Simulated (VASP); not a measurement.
# AlN: structure and properties in VASP, part 3 of 5

What structure does AlN take at this level, and what are its properties? The start is a cell from a database of measured crystal structures.

VASP 6.6.1; r2SCAN; plane waves and PAW (Al, N).

So far, gap on the k-mesh (eV): step 2 (relaxing cell and atoms (r2SCAN)) 4.94.

The database entry behind the starting cell differs from later determinations by our own check (inner coordinate u about 0.002 short), so it need not match the best structure at ambient conditions.

### Step 5. Total and projected DOS (r2SCAN)

A density of states needs more k-points than a total energy; ISMEAR = -5 takes tetrahedra, and LORBIT projects the states on the PAW spheres. The mesh is finer than in the run before.

Input file INCAR:

```
SYSTEM = AlN
PREC = Accurate
ENCUT = 520
EDIFF = 1E-06
NELM = 100
ISMEAR = -5
SIGMA = 0.05
LREAL = .FALSE.
ALGO = Normal
METAGGA = R2SCAN
LASPH = .TRUE.
NBANDS = 22
LORBIT = 11
LWAVE = .FALSE.
LCHARG = .FALSE.
KPAR = 4
NEDOS = 2001
```

Input file POSCAR:

```
AlN
1.0
    3.1043381946      0.0000000000      0.0000000000
   -1.5521690973      2.6884357385      0.0000000000
    0.0000000000      0.0000000000      4.9776211759
Al N
2 2
Direct
    0.3333333333      0.6666666667      0.9992580854
    0.6666666667      0.3333333333      0.4992580854
    0.3333333333      0.6666666667      0.3807419146
    0.6666666667      0.3333333333      0.8807419146
```

Input file KPOINTS:

```
Automatic mesh
0
Gamma
12 12 7
0 0 0
```

Potentials, in the order of the species: Al and N (PBE family, release 64).

Started as:

```
> mpirun -np 4 vasp_std
```

Output:

```text
[... set-up lines as in an earlier step ...]
 entering main loop
       N       E                     dE             d eps       ncg     rms          rms(c)
DAV:   1     0.256664401044E+02    0.25666E+02   -0.71931E+03  3360   0.676E+02
DAV:   2    -0.441294609826E+02   -0.69796E+02   -0.65704E+02  4118   0.163E+02
DAV:   3    -0.471010844350E+02   -0.29716E+01   -0.29526E+01  4262   0.312E+01
DAV:   4    -0.471203120998E+02   -0.19228E-01   -0.19226E-01  3836   0.274E+00
DAV:   5    -0.471205965927E+02   -0.28449E-03   -0.28449E-03  4202   0.341E-01    0.126E+01
DAV:   6    -0.381427080394E+02    0.89779E+01   -0.56353E+00  3982   0.148E+01    0.510E+00
DAV:   7    -0.384176579333E+02   -0.27495E+00   -0.11081E+00  4106   0.549E+00    0.339E+00
DAV:   8    -0.384645434926E+02   -0.46886E-01   -0.58485E-02  3488   0.195E+00    0.999E-01
DAV:   9    -0.384559887541E+02    0.85547E-02   -0.13044E-02  4132   0.822E-01    0.204E-01
DAV:  10    -0.384564878425E+02   -0.49909E-03   -0.16953E-03  3836   0.224E-01    0.787E-02
DAV:  11    -0.384564497708E+02    0.38072E-04   -0.37241E-05  4106   0.431E-02    0.252E-02
DAV:  12    -0.384564554207E+02   -0.56499E-05   -0.29115E-06  3794   0.106E-02    0.328E-02
DAV:  13    -0.384564478364E+02    0.75843E-05   -0.52770E-06  3836   0.166E-02    0.855E-03
DAV:  14    -0.384564467270E+02    0.11094E-05   -0.52013E-07  2092   0.458E-03    0.616E-03
DAV:  15    -0.384564467703E+02   -0.43305E-07   -0.80379E-08  1924   0.233E-03
   1 F= -.38456447E+02 E0= -.38456447E+02  d E =0.000000E+00
```

Run time: 24 s. Hardware: 4 MPI ranks of Intel Xeon 6975P-C (Granite Rapids), shared host; peak memory 0.75 GiB.

OUTCAR, selected parts (step 5):

```text
   k-points           NKPTS =     76   k-points in BZ     NKDIM =     76   number of bands    NBANDS=     22

   NELECT =      16.0000    total number of electrons

 E-fermi :   5.9361

 k-point     1 :       0.0000    0.0000    0.0000
  band No.  band energies     occupation
    ...
      4       5.0521      2.00000
      5       5.0521      2.00000
      6       5.7115      2.00000
      7       5.7115      2.00000
      8       5.9299      2.00000
      9      10.8696      0.00000
     10      13.4951      0.00000
     11      17.5607      0.00000
     12      17.9976      0.00000
     13      17.9976      0.00000
    ...

  Total        0.0118385      0.0118385     -0.0312886      0.0000000     -0.0000000      0.0000000
  in kB        0.4565795      0.4565795     -1.2067184      0.0000000     -0.0000000      0.0000000
  external PRESSURE =      -0.0978531 kB  Pullay stress =       0.0000000 kB

 POSITION                                       TOTAL-FORCE (eV/Angst)
 -----------------------------------------------------------------------------------
     -0.00000      1.79229      4.97393        -0.000000     -0.000000     -0.004189
      1.55217      0.89615      2.48512         0.000000      0.000000     -0.004189
     -0.00000      1.79229      1.89519         0.000000     -0.000000      0.004189
      1.55217      0.89615      4.38400        -0.000000      0.000000      0.004189
 -----------------------------------------------------------------------------------
    total drift:                               -0.000000     -0.000000     -0.024962

  FREE ENERGIE OF THE ION-ELECTRON SYSTEM (eV)
  ---------------------------------------------------
  free  energy   TOTEN  =       -38.4564467703 eV

  energy  without entropy=      -38.4564467703  energy(sigma->0) =      -38.45644677

[... 8 parts as in an earlier step ...]

[... 8 further parts left out ...]
```

This step gave:

| Property | Result |
| --- | --- |
| irreducible k-points | 76 |
| Fermi energy | 5.936 eV |
| pressure | -0.009785 GPa |

The density of states has structure finer than the step of the table below, so its rows give means over 1 eV, whole bins alone (the curve runs from -12.0 to 12.6 eV). Peaks (eV: height): total -4.9: 3.53, -1.3: 4.08, -0.9: 5.51, 10.8: 3.28; N p -4.9: 1.15, -1.3: 2.11, -0.9: 3.05, 10.8: 0.578; Al p -1.3: 0.306, -0.9: 0.371, 10.0: 0.241, 10.8: 0.267; Al s -4.9: 0.390, 10.0: 0.299, 10.8: 0.273, 12.2: 0.385; N s 6.9: 0.189, 8.0: 0.0953, 9.6: 0.130, 10.7: 0.0626.

States under -12.0 eV and over 12.6 eV are left out. Table of density of states by energy, zero at the valence-band top; means over each step; values in states/eV/cell:

| energy (eV) | total | N p | Al p | Al s | N s |
| --- | --- | --- | --- | --- | --- |
| -7 | 0 | 0 | 0 | 0 | 0 |
| -6 | 0.240 | 0.0737 | 0.0118 | 0.0295 | 0.00167 |
| -5 | 2.22 | 0.722 | 0.105 | 0.256 | 0.0395 |
| -4 | 1.32 | 0.470 | 0.0657 | 0.124 | 0.0412 |
| -3 | 1.72 | 0.705 | 0.125 | 0.0877 | 0.0265 |
| -2 | 2.45 | 1.16 | 0.199 | 0.0551 | 0.0158 |
| -1 | 3.66 | 1.98 | 0.243 | 0.0270 | 0.00772 |
| 0 | 0.427 | 0.252 | 0.0153 | 3.8e-4 | 1.9e-4 |
| 1 | 0 | 0 | 0 | 0 | 0 |
| 2 | 0 | 0 | 0 | 0 | 0 |
| 3 | 0 | 0 | 0 | 0 | 0 |
| 4 | 0 | 0 | 0 | 0 | 0 |
| 5 | 0.0114 | 7.2e-4 | 8.9e-5 | 0.00120 | 0.00344 |
| 6 | 0.750 | 0.0566 | 0.0609 | 0.0259 | 0.0528 |
| 7 | 1.91 | 0.225 | 0.165 | 0.0667 | 0.140 |
| 8 | 1.09 | 0.167 | 0.0835 | 0.0447 | 0.0636 |
| 9 | 0.802 | 0.115 | 0.0453 | 0.0721 | 0.0523 |
| 10 | 1.85 | 0.250 | 0.153 | 0.162 | 0.0721 |
| 11 | 1.59 | 0.279 | 0.132 | 0.135 | 0.0285 |
| 12 | 1.77 | 0.232 | 0.207 | 0.237 | 0.0373 |

The gap on this mesh is 4.94 eV. In the top eV of the valence band the largest shares in the PAW spheres are N p 56 % and Al p 6 %. The rest lies in smaller channels or between the spheres.

### Step 6. Volume scan with r2SCAN

An equation of state needs energies on both sides of the minimum, all on one mesh and cutoff.

Input file INCAR:

```
SYSTEM = AlN
PREC = Accurate
ENCUT = 520
EDIFF = 1E-06
NELM = 100
ISMEAR = 0
SIGMA = 0.05
LREAL = .FALSE.
ALGO = Normal
METAGGA = R2SCAN
LASPH = .TRUE.
NBANDS = 14
LORBIT = 11
LWAVE = .FALSE.
LCHARG = .FALSE.
KPAR = 4
ISIF = 2
```

Input file POSCAR:

```
AlN
1.0
    3.0409665722      0.0000000000      0.0000000000
   -1.5204832861      2.6335543036      0.0000000000
    0.0000000000      0.0000000000      4.8760085584
Al N
2 2
Direct
    0.3333333333      0.6666666667      0.9992580854
    0.6666666667      0.3333333333      0.4992580854
    0.3333333333      0.6666666667      0.3807419146
    0.6666666667      0.3333333333      0.8807419146
```

Input file KPOINTS:

```
Automatic mesh
0
Gamma
8 8 5
0 0 0
```

Started as:

```
> mpirun -np 4 vasp_std
```

Output:

```text
[... set-up lines as in an earlier step ...]
 entering main loop
       N       E                     dE             d eps       ncg     rms          rms(c)
DAV:   1     0.365538700028E+02    0.36554E+02   -0.79600E+03   840   0.107E+03
DAV:   2    -0.433613362517E+02   -0.79915E+02   -0.74105E+02  1190   0.219E+02
DAV:   3    -0.471287341284E+02   -0.37674E+01   -0.37549E+01  1128   0.493E+01
DAV:   4    -0.471535154709E+02   -0.24781E-01   -0.24779E-01   972   0.461E+00
DAV:   5    -0.471538374656E+02   -0.32199E-03   -0.32198E-03  1134   0.533E-01    0.131E+01
DAV:   6    -0.380542562269E+02    0.90996E+01   -0.10155E+01  1038   0.237E+01    0.551E+00
DAV:   7    -0.383021647048E+02   -0.24791E+00   -0.14966E+00  1074   0.873E+00    0.349E+00
DAV:   8    -0.383531595703E+02   -0.50995E-01   -0.86637E-02   912   0.307E+00    0.846E-01
DAV:   9    -0.383433159669E+02    0.98436E-02   -0.28340E-02  1146   0.136E+00    0.232E-01
DAV:  10    -0.383437960847E+02   -0.48012E-03   -0.20225E-03   984   0.338E-01    0.937E-02
DAV:  11    -0.383437348769E+02    0.61208E-04   -0.38132E-05  1194   0.544E-02    0.330E-02
DAV:  12    -0.383437540709E+02   -0.19194E-04   -0.77754E-06  1044   0.256E-02    0.690E-02
DAV:  13    -0.383437324064E+02    0.21665E-04   -0.15368E-05  1092   0.326E-02    0.319E-03
DAV:  14    -0.383437305262E+02    0.18802E-05   -0.90614E-07   614   0.807E-03    0.203E-03
DAV:  15    -0.383437301705E+02    0.35567E-06   -0.50723E-08   648   0.285E-03
   1 F= -.38343730E+02 E0= -.38343730E+02  d E =-.266145E-12
```

Elapsed: 8.6 s, on 4 MPI ranks; peak memory 0.59 GiB; 31 s of CPU time.

Parts of OUTCAR (step 6):

```text
   ENCUT  =  520.0 eV  38.22 Ry    6.18 a.u.   5.65  5.65  9.07*2*pi/ulx,y,z

   NELECT =      16.0000    total number of electrons

 E-fermi :   6.7575

 k-point     1 :       0.0000    0.0000    0.0000
  band No.  band energies     occupation
    ...
      4       5.6304      2.00000
      5       5.6304      2.00000
      6       6.3022      2.00000
      7       6.3022      2.00000
      8       6.5361      2.00000
      9      12.0621      0.00000
     10      14.6787      0.00000
     11      18.7117      0.00000
     12      19.0711      0.00000
     13      19.0711      0.00000
    ...

  Total        3.7181633      3.7181633      3.4172291      0.0000000      0.0000000      0.0000000
  in kB      152.5529678    152.5529678    140.2059035      0.0000000      0.0000000      0.0000000
  external PRESSURE =     148.4372797 kB  Pullay stress =       0.0000000 kB

 POSITION                                       TOTAL-FORCE (eV/Angst)
 -----------------------------------------------------------------------------------
     -0.00000      1.75570      4.87239        -0.000000     -0.000000     -0.031414
      1.52048      0.87785      2.43439        -0.000000      0.000000     -0.031414
     -0.00000      1.75570      1.85650         0.000000      0.000000      0.031414
      1.52048      0.87785      4.29451         0.000000      0.000000      0.031414
 -----------------------------------------------------------------------------------
    total drift:                               -0.000000      0.000000     -0.030283

  FREE ENERGIE OF THE ION-ELECTRON SYSTEM (eV)
  ---------------------------------------------------
  free  energy   TOTEN  =       -38.3437301705 eV

  energy  without entropy=      -38.3437301705  energy(sigma->0) =      -38.34373017

[... 4 parts as in an earlier step ...]

[... 12 further parts left out ...]
```

The scan keeps the cell's shape and the fractional positions fixed.

This step gave:

```
bands                          : 14
irreducible k-points           : 30
free energy (TOTEN)            : -38.34 eV
Fermi energy                   : 6.758 eV
pressure                       : 14.84 GPa
gap on the k-mesh              : 5.526 eV
least direct gap on the k-mesh : 5.526 eV
```

The pressure here is 14.84 GPa.

### Step 7. Volume scan with r2SCAN (run 2)

INCAR is that of step 6.

Input file POSCAR:

```
AlN
1.0
    3.0623825353      0.0000000000      0.0000000000
   -1.5311912677      2.6521010717      0.0000000000
    0.0000000000      0.0000000000      4.9103477782
Al N
2 2
Direct
    0.3333333333      0.6666666667      0.9992580854
    0.6666666667      0.3333333333      0.4992580854
    0.3333333333      0.6666666667      0.3807419146
    0.6666666667      0.3333333333      0.8807419146
```

KPOINTS is that of step 6.

Started as:

```
> mpirun -np 4 vasp_std
```

Output:

```text
[... set-up lines as in an earlier step ...]
 entering main loop
       N       E                     dE             d eps       ncg     rms          rms(c)
DAV:   1     0.384677523194E+02    0.38468E+02   -0.77974E+03   840   0.107E+03
DAV:   2    -0.430524321502E+02   -0.81520E+02   -0.75388E+02  1134   0.217E+02
DAV:   3    -0.471343505176E+02   -0.40819E+01   -0.40634E+01  1134   0.512E+01
DAV:   4    -0.471642032180E+02   -0.29853E-01   -0.29850E-01   948   0.499E+00
DAV:   5    -0.471645924480E+02   -0.38923E-03   -0.38921E-03  1116   0.578E-01    0.129E+01
DAV:   6    -0.381054577092E+02    0.90591E+01   -0.10127E+01  1050   0.236E+01    0.540E+00
DAV:   7    -0.383656842552E+02   -0.26023E+00   -0.14906E+00  1044   0.857E+00    0.345E+00
DAV:   8    -0.384177430117E+02   -0.52059E-01   -0.93386E-02   906   0.317E+00    0.874E-01
DAV:   9    -0.384068100779E+02    0.10933E-01   -0.30629E-02  1140   0.141E+00    0.245E-01
DAV:  10    -0.384073243112E+02   -0.51423E-03   -0.26981E-03  1002   0.372E-01    0.105E-01
DAV:  11    -0.384072525706E+02    0.71741E-04   -0.64082E-05  1164   0.725E-02    0.334E-02
DAV:  12    -0.384072564167E+02   -0.38462E-05   -0.20615E-06   984   0.128E-02    0.363E-02
DAV:  13    -0.384072474589E+02    0.89578E-05   -0.49998E-06  1104   0.181E-02    0.111E-02
DAV:  14    -0.384072448283E+02    0.26306E-05   -0.12235E-06   630   0.962E-03    0.763E-03
DAV:  15    -0.384072443985E+02    0.42974E-06   -0.14106E-07   624   0.532E-03
   1 F= -.38407244E+02 E0= -.38407244E+02  d E =-.715809E-18
```

Run time: 14 s. Hardware: 4 MPI ranks; peak memory 0.61 GiB; 52 s of CPU time.

Parts of OUTCAR (step 7):

```text
   ENCUT  =  520.0 eV  38.22 Ry    6.18 a.u.   5.69  5.69  9.13*2*pi/ulx,y,z

   NELECT =      16.0000    total number of electrons

 E-fermi :   6.6112

 k-point     1 :       0.0000    0.0000    0.0000
  band No.  band energies     occupation
    ...
      4       5.4299      2.00000
      5       5.4299      2.00000
      6       6.0977      2.00000
      7       6.0977      2.00000
      8       6.3264      2.00000
      9      11.6504      0.00000
     10      14.2705      0.00000
     11      18.3144      0.00000
     12      18.7020      0.00000
     13      18.7020      0.00000
    ...

  Total        2.4100376      2.4100376      2.1997728     -0.0000000      0.0000000      0.0000000
  in kB       96.8216852     96.8216852     88.3744330     -0.0000000      0.0000000      0.0000000
  external PRESSURE =      94.0059345 kB  Pullay stress =       0.0000000 kB

 POSITION                                       TOTAL-FORCE (eV/Angst)
 -----------------------------------------------------------------------------------
     -0.00000      1.76807      4.90670        -0.000000      0.000000     -0.020908
      1.53119      0.88403      2.45153         0.000000     -0.000000     -0.020908
     -0.00000      1.76807      1.86958         0.000000      0.000000      0.020908
      1.53119      0.88403      4.32475         0.000000      0.000000      0.020908
 -----------------------------------------------------------------------------------
    total drift:                               -0.000000      0.000000     -0.020671

  FREE ENERGIE OF THE ION-ELECTRON SYSTEM (eV)
  ---------------------------------------------------
  free  energy   TOTEN  =       -38.4072443985 eV

  energy  without entropy=      -38.4072443985  energy(sigma->0) =      -38.40724440

[... 5 parts as in an earlier step ...]

[... 11 further parts left out ...]
```

This step gave:

| Item | Value |
| --- | --- |
| free energy (TOTEN) | -38.41 eV |
| Fermi energy | 6.611 eV |
| pressure | 9.401 GPa |
| gap on the k-mesh | 5.324 eV |
| least direct gap on the k-mesh | 5.324 eV |

The pressure falls from 14.84 to 9.40 GPa.

The run ends at a pressure of 9.40 GPa, with forces up to 0.021 eV/Å.

### Step 8. Volume scan with r2SCAN (run 3)

INCAR is that of step 7.

Input file POSCAR:

```
AlN
1.0
    3.0835030823      0.0000000000      0.0000000000
   -1.5417515411      2.6703920020      0.0000000000
    0.0000000000      0.0000000000      4.9442133158
Al N
2 2
Direct
    0.3333333333      0.6666666667      0.9992580854
    0.6666666667      0.3333333333      0.4992580854
    0.3333333333      0.6666666667      0.3807419146
    0.6666666667      0.3333333333      0.8807419146
```

KPOINTS is that of step 7.

Started as:

```
> mpirun -np 4 vasp_std
```

Output:

```text
[... set-up lines as in an earlier step ...]
 entering main loop
       N       E                     dE             d eps       ncg     rms          rms(c)
DAV:   1     0.366652864785E+02    0.36665E+02   -0.78367E+03   840   0.107E+03
DAV:   2    -0.433756538764E+02   -0.80041E+02   -0.74103E+02  1180   0.216E+02
DAV:   3    -0.471255206574E+02   -0.37499E+01   -0.37380E+01  1092   0.489E+01
DAV:   4    -0.471522219838E+02   -0.26701E-01   -0.26696E-01   966   0.471E+00
[...]
DAV:  10    -0.384441021088E+02   -0.49923E-03   -0.31379E-03  1020   0.418E-01    0.114E-01
DAV:  11    -0.384440530501E+02    0.49059E-04   -0.75724E-05  1130   0.898E-02    0.324E-02
DAV:  12    -0.384440521957E+02    0.85446E-06   -0.81578E-06  1002   0.224E-02
   1 F= -.38444052E+02 E0= -.38444052E+02  d E =-.276259E-12
```

Elapsed: 7.6 s, on 4 MPI ranks; peak memory 0.62 GiB.

From OUTCAR (step 8):

```text
  Total        1.1652473      1.1652473      1.0419499      0.0000000      0.0000000      0.0000000
  in kB       45.8576808     45.8576808     41.0053778      0.0000000      0.0000000      0.0000000
  external PRESSURE =      44.2402464 kB  Pullay stress =       0.0000000 kB

 POSITION                                       TOTAL-FORCE (eV/Angst)
 -----------------------------------------------------------------------------------
     -0.00000      1.78026      4.94055         0.000000     -0.000000     -0.012540
      1.54175      0.89013      2.46844        -0.000000      0.000000     -0.012540
     -0.00000      1.78026      1.88247        -0.000000      0.000000      0.012540
      1.54175      0.89013      4.35458        -0.000000      0.000000      0.012540
 -----------------------------------------------------------------------------------
    total drift:                               -0.000000     -0.000000     -0.023490

  FREE ENERGIE OF THE ION-ELECTRON SYSTEM (eV)
  ---------------------------------------------------
  free  energy   TOTEN  =       -38.4440521957 eV

  energy  without entropy=      -38.4440521957  energy(sigma->0) =      -38.44405220

[... 1 part as in an earlier step ...]

[... 2 further parts left out ...]
[key lines of the parts left out:]
E-fermi :   6.3462
```

The pressure falls from 9.40 to 4.42 GPa.

The run ends at a pressure of 4.42 GPa, with forces up to 0.013 eV/Å.

### Step 9. Volume scan with r2SCAN (run 4)

INCAR is that of step 8.

Input file POSCAR:

```
AlN
1.0
    3.1043381946      0.0000000000      0.0000000000
   -1.5521690973      2.6884357385      0.0000000000
    0.0000000000      0.0000000000      4.9776211759
Al N
2 2
Direct
    0.3333333333      0.6666666667      0.9992580854
    0.6666666667      0.3333333333      0.4992580854
    0.3333333333      0.6666666667      0.3807419146
    0.6666666667      0.3333333333      0.8807419146
```

KPOINTS is that of step 8.

Started as:

```
> mpirun -np 4 vasp_std
```

Output:

```text
[... set-up lines as in an earlier step ...]
 entering main loop
       N       E                     dE             d eps       ncg     rms          rms(c)
DAV:   1     0.367186466758E+02    0.36719E+02   -0.76952E+03   840   0.105E+03
DAV:   2    -0.431208422208E+02   -0.79839E+02   -0.72945E+02  1192   0.210E+02
DAV:   3    -0.470922699936E+02   -0.39714E+01   -0.39536E+01  1122   0.495E+01
DAV:   4    -0.471202558643E+02   -0.27986E-01   -0.27983E-01   966   0.486E+00
[...]
DAV:  10    -0.384564814479E+02   -0.50442E-03   -0.30343E-03  1020   0.402E-01    0.111E-01
DAV:  11    -0.384564219979E+02    0.59450E-04   -0.11964E-04  1098   0.102E-01    0.278E-02
DAV:  12    -0.384564219134E+02    0.84437E-07   -0.79448E-06  1032   0.234E-02
   1 F= -.38456422E+02 E0= -.38456422E+02  d E =-.240866E-17
```

It took 9 s on 4 MPI ranks; peak memory 0.62 GiB; 33 s of CPU time.

OUTCAR, selected parts (step 9):

```text
  Total       -0.0046999     -0.0046999     -0.0476402      0.0000000      0.0000000      0.0000000
  in kB       -0.1812624     -0.1812624     -1.8373559      0.0000000      0.0000000      0.0000000
  external PRESSURE =      -0.7332936 kB  Pullay stress =       0.0000000 kB

 POSITION                                       TOTAL-FORCE (eV/Angst)
 -----------------------------------------------------------------------------------
     -0.00000      1.79229      4.97393         0.000000     -0.000000     -0.004286
      1.55217      0.89615      2.48512        -0.000000      0.000000     -0.004286
     -0.00000      1.79229      1.89519        -0.000000      0.000000      0.004286
      1.55217      0.89615      4.38400         0.000000     -0.000000      0.004286
 -----------------------------------------------------------------------------------
    total drift:                               -0.000000     -0.000000     -0.024596

  FREE ENERGIE OF THE ION-ELECTRON SYSTEM (eV)
  ---------------------------------------------------
  free  energy   TOTEN  =       -38.4564219134 eV

  energy  without entropy=      -38.4564219134  energy(sigma->0) =      -38.45642191

[... 2 parts as in an earlier step ...]

[... 1 further part left out ...]
[key lines of the parts left out:]
E-fermi :   6.2105
```

The pressure falls from 4.42 to -0.07 GPa, so it vanishes between these two volumes.

(Continued in part 4 of 5.)

[Lines on the potential files, build, host, timing and source positions are cut from VASP's logs without a mark.]

[Logs are printed without paths, hosts, clocks, repeated set-up lines and the standing remarks that a program may print on its own settings, such as how far it seeks lower states.]

[Hosts, paths, dates, database ids (printed as entryN), source tags and the programs' standing remarks are cut or masked in the printed files.]

[A measured line is paired with the nearest computed mode of its activity, which favours agreement.]
